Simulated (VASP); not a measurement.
Data:

```
AgCl
1.0
    0.00000     2.76223     2.76223
    2.76223     0.00000     2.76223
    2.76223     2.76223     0.00000
Ag Cl
1 1
Direct
  0.00000   0.00000   0.00000
  0.50000   0.50000   0.50000
```

Calculation: PBE GGA with D3 dispersion (zero damping), VASP's PBE PAW potentials (set 64) (plane waves; VASP). Numerical set-up: 520 eV cut-off, 8×8×8 Γ-centred mesh, Gaussian smearing of 0.050 eV, potentials Ag Cl.

Problem. Estimate the energy per atom (σ→0), band gap (on the k-mesh) with the smallest direct gap where there is one.

Solution. 
- band gap (on the k-mesh): 0.91 eV
- smallest direct gap (on the k-mesh): 3.22 eV
- energy per atom (σ→0): -3.008 eV/atom

The absolute energy has meaning only against runs of the same code, potentials and settings.

The compound is AgCl in the rock salt structure. It was relaxed first.
